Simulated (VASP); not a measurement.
## Quasiparticle energies of WS2 (Tungstenite) in VASP

Aim: the quasiparticle gap of WS2 (Tungstenite), and what it costs to get it. The cell has space group P6_3/mmc. The start is a cell from a database of measured crystal structures.

Program: VASP 6.6.1. Level of theory: LDA, no spin polarisation; plane waves and PAW (W, S), in the first sound run; inputs show where later runs differ. Results are calculated unless marked as measured.

The database entry behind the starting cell differs from later determinations by our own check (an axis about 1.4 % long against later determinations), so it need not match the best structure at ambient conditions.

**1. Set-up**

The structure is hexagonal, space group P6_3/mmc (No. 194). The conventional cell has a = 3.180 Å, b = 3.180 Å, c = 12.500 Å, α = 90.00°, β = 90.00°, γ = 120.00°. Nearest to W lie 6 S at 2.41 Å. Nearest to S lie 3 W at 2.41 Å. Farther neighbours and most contacts between anions are not listed.

Coordinates:

```cif
data_structure
_symmetry_space_group_name_H-M 'P6_3/mmc'
_symmetry_Int_Tables_number 194
_cell_length_a 3.1800
_cell_length_b 3.1800
_cell_length_c 12.5000
_cell_angle_alpha 90.000
_cell_angle_beta 90.000
_cell_angle_gamma 120.000
_cell_volume 109.47
loop_
_atom_site_label
_atom_site_type_symbol
_atom_site_symmetry_multiplicity
_atom_site_Wyckoff_symbol
_atom_site_fract_x
_atom_site_fract_y
_atom_site_fract_z
_atom_site_occupancy
W1 W 2 c 0.33333 0.66667 0.25000 1
S1 S 4 f 0.33333 0.66667 0.62500 1
```

**2. Relaxation**

The atoms are relaxed first inside the given cell, which is kept (ISIF = 2), since band edges depend on the positions.

INCAR reads:

```
SYSTEM = WS2
PREC = Accurate
ENCUT = 400
EDIFF = 1E-06
NELM = 100
ISMEAR = 0
SIGMA = 0.05
LREAL = .FALSE.
ALGO = Normal
GGA = CA
NBANDS = 24
LWAVE = .FALSE.
LCHARG = .FALSE.
KPAR = 4
IBRION = 2
NSW = 60
ISIF = 2
EDIFFG = -0.01
```

POSCAR reads:

```
WS2
1.0
    3.1800000000      0.0000000000      0.0000000000
   -1.5900000000      2.7539607840      0.0000000000
    0.0000000000      0.0000000000     12.5000000000
W S
2 4
Direct
    0.3333333333      0.6666666667      0.2500000000
    0.6666666667      0.3333333333      0.7500000000
    0.3333333333      0.6666666667      0.6250000000
    0.6666666667      0.3333333333      0.1250000000
    0.3333333333      0.6666666667      0.8750000000
    0.6666666667      0.3333333333      0.3750000000
```

KPOINTS reads:

```
Automatic mesh
0
Gamma
8 8 2
0 0 0
```

Potentials, in the order of the species: W and S (PBE family, release 64).

Run with:

```bash
> mpirun -np 4 vasp_std
```

What it wrote:

```text
[banner, memory and clock lines left out]
running    4 mpi-ranks, on    1 nodes
 distrk:  each k-point on    1 cores,    4 groups
 distr:  one band on    1 cores,    1 groups

 POSCAR found type information on POSCAR W S
 POSCAR found :  2 types and       6 ions
|                                                                             |
|               ----> ADVICE to this user running VASP <----                  |
|                                                                             |
|     You enforced a specific xc type in the INCAR file but a different       |
|     [... a line on the potential file left out ...]
|     I HOPE YOU KNOW WHAT YOU ARE DOING!                                     |
|                                                                             |

 LDA part: xc-table for (Slater(with rela. corr.)+CA(PZ))
 , standard interpolation
 POSCAR, INCAR and KPOINTS ok, starting setup
 FFT: planning ... GRIDC
 FFT: planning ... GRID_SOFT
 FFT: planning ... GRID
 WAVECAR not read
 entering main loop
       N       E                     dE             d eps       ncg     rms          rms(c)
DAV:   1     0.152239095003E+03    0.15224E+03   -0.13937E+04   960   0.107E+03
DAV:   2    -0.439694453306E+02   -0.19621E+03   -0.18967E+03  1344   0.251E+02
DAV:   3    -0.552901080881E+02   -0.11321E+02   -0.11250E+02  1288   0.602E+01
DAV:   4    -0.555314015526E+02   -0.24129E+00   -0.24072E+00  1312   0.985E+00
DAV:   5    -0.555379096427E+02   -0.65081E-02   -0.65019E-02  1304   0.134E+00    0.419E+01
DAV:   6    -0.531441053443E+02    0.23938E+01   -0.10912E+01  1424   0.162E+01    0.182E+01
DAV:   7    -0.528512493350E+02    0.29286E+00   -0.36386E+00  1288   0.106E+01    0.940E+00
DAV:   8    -0.526981354680E+02    0.15311E+00   -0.47806E-01  1344   0.446E+00    0.144E+00
DAV:   9    -0.526914998181E+02    0.66356E-02   -0.79970E-02  1320   0.150E+00    0.534E-01
DAV:  10    -0.526898330251E+02    0.16668E-02   -0.14017E-02  1368   0.679E-01    0.351E-01
DAV:  11    -0.526897445624E+02    0.88463E-04   -0.16180E-03  1336   0.233E-01    0.133E-01
DAV:  12    -0.526896755169E+02    0.69045E-04   -0.30357E-04  1376   0.114E-01    0.598E-02
DAV:  13    -0.526896733648E+02    0.21521E-05   -0.30795E-05  1304   0.288E-02    0.909E-03
DAV:  14    -0.526896729938E+02    0.37102E-06   -0.30991E-06  1128   0.957E-03
   1 F= -.52689673E+02 E0= -.52689673E+02  d E =-.526897E+02
 curvature:   0.00 expect dE= 0.000E+00 dE for cont linesearch  0.000E+00
 trial: gam= 0.00000 g(F)=  0.137E-01 g(S)=  0.000E+00 ort = 0.000E+00 (trialstep = 0.100E+01)
 search vector abs. value=  0.137E-01
 bond charge predicted
       N       E                     dE             d eps       ncg     rms          rms(c)
DAV:   1    -0.526935652525E+02   -0.38919E-02   -0.74693E-01   984   0.409E+00    0.591E-01
DAV:   2    -0.526967955913E+02   -0.32303E-02   -0.41367E-02  1232   0.135E+00    0.660E-01
DAV:   3    -0.526967757759E+02    0.19815E-04   -0.59118E-04  1248   0.153E-01    0.531E-01
DAV:   4    -0.526967325648E+02    0.43211E-04   -0.13552E-03  1168   0.183E-01    0.106E-01
DAV:   5    -0.526966717436E+02    0.60821E-04   -0.27774E-04  1144   0.952E-02    0.313E-02
DAV:   6    -0.526966640262E+02    0.77174E-05   -0.20359E-05  1304   0.250E-02    0.349E-02
DAV:   7    -0.526966547708E+02    0.92554E-05   -0.23363E-05  1184   0.235E-02    0.832E-03
DAV:   8    -0.526966544974E+02    0.27339E-06   -0.66868E-06  1128   0.128E-02
   2 F= -.52696654E+02 E0= -.52696654E+02  d E =-.698150E-02
 trial-energy change:   -0.006982  1 .order   -0.006948   -0.013658   -0.000238
 step:   1.0175(harm=  1.0178)  dis= 0.01306  next Energy=   -52.696657 (dE=-0.698E-02)
 reached required accuracy - stopping structural energy minimisation
```

Run time: 22 s. Hardware: 4 MPI ranks of Intel Xeon Platinum 8488C (Sapphire Rapids), shared host; peak memory 0.77 GiB; 81 s of CPU time.

The logs omit lines about the potential files and the build; timing stands in the text.

From OUTCAR (step 2):

```text
ion  position               nearest neighbor table
   1  0.333  0.667  0.250-   4 2.41   6 2.41   4 2.41   6 2.41   4 2.41   6 2.41
   2  0.667  0.333  0.750-   3 2.41   5 2.41   3 2.41   5 2.41   3 2.41   5 2.41
   3  0.333  0.667  0.625-   2 2.41   2 2.41   2 2.41
   4  0.667  0.333  0.125-   1 2.41   1 2.41   1 2.41
   5  0.333  0.667  0.875-   2 2.41   2 2.41   2 2.41
   6  0.667  0.333  0.375-   1 2.41   1 2.41   1 2.41

  LATTYP: Found a hexagonal cell.
 ALAT       =     3.1800000000
 C/A-ratio  =     3.9308176101

 Subroutine GETGRP returns: Found 24 space group operations
 (whereof 12 operations were pure point group operations)

The static configuration has the point symmetry D_3d.
 The point group associated with its full space group is D_6h.

 Found     20 irreducible k-points:

   k-points           NKPTS =     20   k-points in BZ     NKDIM =     20   number of bands    NBANDS=     24

   dimension x,y,z NGX =    24 NGY =   24 NGZ =   84
   dimension x,y,z NGXF=    48 NGYF=   48 NGZF=  168

   ENCUT  =  400.0 eV  29.40 Ry    5.42 a.u.   5.19  5.19 20.38*2*pi/ulx,y,z

   NELECT =      36.0000    total number of electrons

 k-points in reciprocal lattice and weights: Automatic mesh
   0.00000000  0.00000000  0.00000000       0.008
   0.12500000  0.00000000  0.00000000       0.047
   0.25000000  0.00000000  0.00000000       0.047
   0.37500000  0.00000000  0.00000000       0.047
   0.50000000  0.00000000  0.00000000       0.023
   0.12500000  0.12500000  0.00000000       0.047
   0.25000000  0.12500000  0.00000000       0.094
   0.37500000  0.12500000  0.00000000       0.094
   0.25000000  0.25000000  0.00000000       0.047
[...]
0.25000000  0.25000000  0.50000000       0.047
   0.37500000  0.25000000  0.50000000       0.047

 average (electrostatic) potential at core
       1 -39.9438       2 -39.9438       3 -86.0384       4 -86.0384       5 -86.0384
       6 -86.0384

 E-fermi :   6.1033

 k-point     1 :       0.0000    0.0000    0.0000
  band No.  band energies     occupation
    ...
     14       3.5200      2.00000
     15       3.5200      2.00000
     16       4.3317      2.00000
     17       4.7283      2.00000
     18       5.8648      2.00000
     19       8.0909      0.00000
     20       8.0909      0.00000
     21       8.0985      0.00000
     22       8.0986      0.00000
     23       8.2374      0.00000
    ...

 k-point     2 :       0.1250    0.0000    0.0000
  band No.  band energies     occupation
    ...
     14       3.1486      2.00000
     15       3.5857      2.00000
     16       4.5184      2.00000
     17       4.7151      2.00000
     18       5.3775      2.00000
     19       7.6969      0.00000
     20       7.9064      0.00000
     21       7.9978      0.00000
     22       8.0652      0.00000
     23       8.1269      0.00000
    ...

 k-point     3 :       0.2500    0.0000    0.0000
  band No.  band energies     occupation
    ...
     14       3.1270      2.00000
     15       3.3033      2.00000
     16       4.0378      2.00000
     17       4.2548      2.00000
     18       4.3773      2.00000
     19       7.2054      0.00000
     20       7.6727      0.00000
     21       7.8559      0.00000
     22       8.1291      0.00000
     23       8.1654      0.00000
    ...

  Total       -3.3195076     -3.3195076     -0.8271102     -0.0000000      0.0000000      0.0000000
  in kB      -48.5835634    -48.5835634    -12.1053975     -0.0000000      0.0000000      0.0000000
  external PRESSURE =     -36.4241748 kB  Pullay stress =       0.0000000 kB

  energy-cutoff  :      400.00
  volume of cell :      109.47
      direct lattice vectors                 reciprocal lattice vectors
     3.180000000  0.000000000  0.000000000     0.314465409  0.181556688  0.000000000
    -1.590000000  2.753960784  0.000000000     0.000000000  0.363113377  0.000000000
     0.000000000  0.000000000 12.500000000     0.000000000  0.000000000  0.080000000

 POSITION                                       TOTAL-FORCE (eV/Angst)
 -----------------------------------------------------------------------------------
     -0.00000      1.83597      3.12500         0.000000      0.000000     -0.000000
      1.59000      0.91799      9.37500         0.000000      0.000000     -0.000000
     -0.00000      1.83597      7.82533        -0.000000      0.000000      0.004643
      1.59000      0.91799      1.57533        -0.000000      0.000000      0.004643
     -0.00000      1.83597     10.92467        -0.000000     -0.000000     -0.004643
      1.59000      0.91799      4.67467         0.000000     -0.000000     -0.004643
 -----------------------------------------------------------------------------------
    total drift:                               -0.000000      0.000000     -0.000000

  FREE ENERGIE OF THE ION-ELECTRON SYSTEM (eV)
  ---------------------------------------------------
  free  energy   TOTEN  =       -52.6966544974 eV

  energy  without entropy=      -52.6966544974  energy(sigma->0) =      -52.69665450

 reached required accuracy - stopping structural energy minimisation

[... 3 further parts left out ...]
```

CONTCAR:

```
WS2
   1.00000000000000
     3.1800000000000002    0.0000000000000000    0.0000000000000000
    -1.5900000000000001    2.7539607840000002    0.0000000000000000
     0.0000000000000000    0.0000000000000000   12.5000000000000000
  W               S
     2     4
Direct
     0.3333333332999970    0.6666666667000030    0.2500000000000000
     0.6666666667000030    0.3333333332999970    0.7500000000000000
     0.3333333332999970    0.6666666667000030    0.6260267440145607
     0.6666666667000030    0.3333333332999970    0.1260267440145607
     0.3333333332999970    0.6666666667000030    0.8739732559854393
     0.6666666667000030    0.3333333332999970    0.3739732559854392
```

The PAW data sets were made with PBE, though LDA sets exist; this is a small mismatch. The data set W keeps the semicore shell frozen, which is cheaper and a little less accurate. The run keeps the 24 symmetry operations of its start, so it cannot find a distortion of lower symmetry.

The steps of the relaxation:

| step | energy less that of the first step (eV) | largest force (eV/Å) |
| --- | --- | --- |
| 1 | 0.0000 | 0.2660 |
| 2 | -0.0070 | 0.0046 |

The atoms that moved most (Å):

| atom | dx | dy | dz | length |
| --- | --- | --- | --- | --- |
| S3 | 0.000 | 0.000 | 0.013 | 0.013 |
| S5 | 0.000 | 0.000 | -0.013 | 0.013 |
| S6 | 0.000 | 0.000 | -0.013 | 0.013 |
| S4 | 0.000 | 0.000 | 0.013 | 0.013 |

The relaxed structure:

```
W S
1.0
     3.18000    0.00000    0.00000
    -1.59000    2.75396    0.00000
     0.00000    0.00000   12.50000
W S
2 4
Direct
  0.33333 0.66667 0.25000
  0.66667 0.33333 0.75000
  0.33333 0.66667 0.62603
  0.66667 0.33333 0.12603
  0.33333 0.66667 0.87397
  0.66667 0.33333 0.37397
```

This step gave:

```yaml
free_energy_toten: -52.6967 eV
fermi_energy: 6.103 eV
pressure: -3.642 GPa
```

At LDA, with these data sets, the largest force is down to 0.0046 eV/Å.

**3. Ground state**

This step: LDA, no spin polarisation; plane waves and PAW (W_sv_GW, S_GW) (VASP 6.6.1).

The orbitals come from a self-consistent LDA run. A small SIGMA keeps every occupation at zero or full.

INCAR reads:

```
SYSTEM = WS2
PREC = Accurate
ENCUT = 340
EDIFF = 1E-08
NELM = 100
ISMEAR = 0
SIGMA = 0.01
LREAL = .FALSE.
ALGO = Normal
GGA = CA
NBANDS = 32
LORBIT = 11
LWAVE = .TRUE.
LCHARG = .FALSE.
```

POSCAR reads:

```
WS2
1.0
    3.1800000000      0.0000000000      0.0000000000
   -1.5900000000      2.7539607840      0.0000000000
    0.0000000000      0.0000000000     12.5000000000
W S
2 4
Direct
    0.3333333333      0.6666666667      0.2500000000
    0.6666666667      0.3333333333      0.7500000000
    0.3333333333      0.6666666667      0.6260267440
    0.6666666667      0.3333333333      0.1260267440
    0.3333333333      0.6666666667      0.8739732560
    0.6666666667      0.3333333333      0.3739732560
```

KPOINTS reads:

```
Automatic mesh
0
Gamma
3 3 1
0 0 0
```

Potentials, in the order of the species: W_sv_GW and S_GW (LDA family, release 64).

Run with:

```bash
> mpirun -np 4 vasp_std
```

What it wrote:

```text
[banner, memory and clock lines left out]
running    4 mpi-ranks, on    1 nodes
 distrk:  each k-point on    4 cores,    1 groups
 distr:  one band on    1 cores,    4 groups

 POSCAR found type information on POSCAR W S
 POSCAR found :  2 types and       6 ions
 LDA part: xc-table for (Slater(with rela. corr.)+CA(PZ))
 , standard interpolation
 POSCAR, INCAR and KPOINTS ok, starting setup
 FFT: planning ... GRIDC
 FFT: planning ... GRID_SOFT
 FFT: planning ... GRID
 WAVECAR not read
 entering main loop
       N       E                     dE             d eps       ncg     rms          rms(c)
DAV:   1     0.354692321650E+03    0.35469E+03   -0.24351E+04   224   0.111E+03
DAV:   2    -0.354368693567E+02   -0.39013E+03   -0.38524E+03   256   0.325E+02
DAV:   3    -0.607652595473E+02   -0.25328E+02   -0.25237E+02   248   0.842E+01
DAV:   4    -0.617034945024E+02   -0.93823E+00   -0.93751E+00   256   0.161E+01
DAV:   5    -0.617193716400E+02   -0.15877E-01   -0.15875E-01   256   0.221E+00    0.104E+02
DAV:   6    -0.570423014281E+02    0.46771E+01   -0.27250E+01   208   0.211E+01    0.991E+01
DAV:   7    -0.570556165013E+02   -0.13315E-01   -0.10215E+01   240   0.139E+01    0.935E+00
DAV:   8    -0.564229995647E+02    0.63262E+00   -0.27887E+00   240   0.727E+00    0.151E+00
DAV:   9    -0.564325177103E+02   -0.95181E-02   -0.18695E-01   248   0.209E+00    0.112E+00
DAV:  10    -0.564309973108E+02    0.15204E-02   -0.18581E-02   224   0.704E-01    0.246E-01
DAV:  11    -0.564305774938E+02    0.41982E-03   -0.18149E-03   240   0.191E-01    0.226E-01
DAV:  12    -0.564305805725E+02   -0.30787E-05   -0.28958E-04   256   0.794E-02    0.153E-01
DAV:  13    -0.564305779199E+02    0.26526E-05   -0.18376E-05   288   0.167E-02    0.120E-01
DAV:  14    -0.564305759243E+02    0.19956E-05   -0.11154E-05   248   0.132E-02    0.223E-02
DAV:  15    -0.564305763288E+02   -0.40448E-06   -0.10765E-06   248   0.497E-03    0.178E-02
DAV:  16    -0.564305763863E+02   -0.57536E-07   -0.27394E-07   264   0.264E-03    0.103E-03
DAV:  17    -0.564305763752E+02    0.11137E-07   -0.47121E-08   224   0.952E-04    0.284E-03
DAV:  18    -0.564305763670E+02    0.81709E-08   -0.60069E-09   160   0.421E-04
   1 F= -.56430576E+02 E0= -.56430576E+02  d E =-.629855E-15
 writing wavefunctions
```

It took 4 s on 4 MPI ranks; peak memory 0.46 GiB.

OUTCAR, selected parts (step 3):

```text
 Found      3 irreducible k-points:

   k-points           NKPTS =      3   k-points in BZ     NKDIM =      3   number of bands    NBANDS=     32

   dimension x,y,z NGX =    20 NGY =   20 NGZ =   80
   dimension x,y,z NGXF=    40 NGYF=   40 NGZF=  160

   ENCUT  =  340.0 eV  24.99 Ry    5.00 a.u.   4.78  4.78 18.79*2*pi/ulx,y,z

   NELECT =      52.0000    total number of electrons

 E-fermi :   7.3535

 k-point     1 :       0.0000    0.0000    0.0000
  band No.  band energies     occupation
    ...
     22       4.9620      2.00000
     23       4.9620      2.00000
     24       5.7437      2.00000
     25       6.1666      2.00000
     26       7.3010      2.00000
     27       9.5101      0.00000
     28       9.5101      0.00000
     29       9.5148      0.00000
     30       9.5149      0.00000
     31       9.6696      0.00000
    ...

 k-point     2 :       0.3333    0.0000    0.0000
  band No.  band energies     occupation
    ...
     22       4.9268      2.00000
     23       5.0248      2.00000
     24       5.0618      2.00000
     25       5.3097      2.00000
     26       5.5609      2.00000
     27       8.9392      0.00000
     28       9.1685      0.00000
     29       9.3043      0.00000
     30       9.6813      0.00000
     31       9.9896      0.00000
    ...

  Total       -4.3015824     -4.3015824     -2.8196653      0.0000000      0.0000000      0.0000000
  in kB      -62.9569889    -62.9569889    -41.2679846      0.0000000      0.0000000      0.0000000
  external PRESSURE =     -55.7273208 kB  Pullay stress =       0.0000000 kB

  energy-cutoff  :      340.00
  volume of cell :      109.47
      direct lattice vectors                 reciprocal lattice vectors
     3.180000000  0.000000000  0.000000000     0.314465409  0.181556688  0.000000000
    -1.590000000  2.753960784  0.000000000     0.000000000  0.363113377  0.000000000
     0.000000000  0.000000000 12.500000000     0.000000000  0.000000000  0.080000000

 POSITION                                       TOTAL-FORCE (eV/Angst)
 -----------------------------------------------------------------------------------
     -0.00000      1.83597      3.12500        -0.000000      0.000000      0.000000
      1.59000      0.91799      9.37500         0.000000     -0.000000      0.000000
     -0.00000      1.83597      7.82533        -0.000000      0.000000      0.284674
      1.59000      0.91799      1.57533        -0.000000     -0.000000      0.284674
     -0.00000      1.83597     10.92467        -0.000000      0.000000     -0.284674
      1.59000      0.91799      4.67467        -0.000000      0.000000     -0.284674
 -----------------------------------------------------------------------------------
    total drift:                               -0.000000      0.000000     -0.000000

  FREE ENERGIE OF THE ION-ELECTRON SYSTEM (eV)
  ---------------------------------------------------
  free  energy   TOTEN  =       -56.4305763670 eV

  energy  without entropy=      -56.4305763670  energy(sigma->0) =      -56.43057637

 total charge
# of ion       s       p       d       f       tot
--------------------------------------------------
    1        3.067   6.024   3.117   0.065  12.273
    2        3.067   6.024   3.117   0.065  12.273
    3        1.346   2.314   0.079   0.000   3.739
    4        1.346   2.314   0.079   0.000   3.739
    5        1.346   2.314   0.079   0.000   3.739
    6        1.346   2.314   0.079   0.000   3.739
--------------------------------------------------
tot         11.518  21.304   6.548   0.130  39.501

[... 3 parts as in an earlier step ...]

[... 4 further parts left out ...]
```

The gap is read on the k-mesh alone, so it is an upper bound where the band edges lie off the mesh.

A gap read on the k-mesh alone can miss the band edges.

Numbers from this step:

```yaml
free_energy_toten: -56.4306 eV
fermi_energy: 7.354 eV
pressure: -5.573 GPa
gap_on_the_k_mesh: 1.095 eV
least_direct_gap_on_the_k_mesh: 1.667 eV
```

The cell has a gap of 1.09 eV on this mesh and a pressure of -5.6 GPa, which holds the misfit of the given cell and coordinates with this functional, and any error of cutoff, mesh and data sets. Spin-orbit coupling is left out, which can shift or reorder these edges. Forces of up to 0.28 eV/Å remain in these settings.

[end of part 1 of 3]

[Lines on the potential files, build, host, timing and source positions are cut from VASP's logs without a mark.]

[Logs are printed without paths, hosts, clocks, repeated set-up lines and the standing remarks that a program may print on its own settings, such as how far it seeks lower states.]

[Hosts, paths, dates, database ids (printed as entryN), source tags and the programs' standing remarks are cut or masked in the printed files.]

[Pressures printed for these runs are not shown converged in the cutoff: they can be off by several GPa and have the wrong sign.]
